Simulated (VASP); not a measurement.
The system is HfN.

```
CELL_PARAMETERS angstrom
0.00000 2.25600 2.25600
2.25600 0.00000 2.25600
2.25600 2.25600 0.00000
ATOMIC_POSITIONS crystal
Hf 0.00000 0.00000 0.00000
N 0.50000 0.50000 0.50000
```

```yaml
Program: VASP 6.6.1
Task: relaxation of cell and atoms
Functional: PBEsol
Potentials_or_basis: VASP PAW PBE potentials, release 64 (Hf_pv, N)
Cutoff: 600 eV
k_mesh: 14 × 14 × 14
Occupations: methfessel-paxton, width 0.1 eV
Spin: no spin polarisation
```

At the start: pressure -4.2 GPa; volume 11.48 Å³/atom.

Where does the relaxation end?

Over 3 steps the energy falls by 2.3 meV/atom and the volume is 11.31 Å³/atom (-1.5 %); space group Fm-3m (No. 225, to 0.05 Å).

Step by step:
```
step  energy change (eV)  largest force (eV/Å)  pressure (GPa)  volume (Å³)
   1              0.0000                0.0000           -4.21        22.96
   2              0.0133                0.0000            9.07        21.98
   3             -0.0045                0.0000           -0.04        22.63
```

Final structure:
```xyz
2
Lattice="0.0000 2.2449 2.2449 2.2449 0.0000 2.2449 2.2449 2.2449 0.0000" Properties=species:S:1:pos:R:3 pbc="T T T"
Hf    0.0000    0.0000    0.0000
N     2.2449    2.2449    2.2449
```

Caveat: the PAW data sets were made with another functional, which shifts forces and pressure a little.
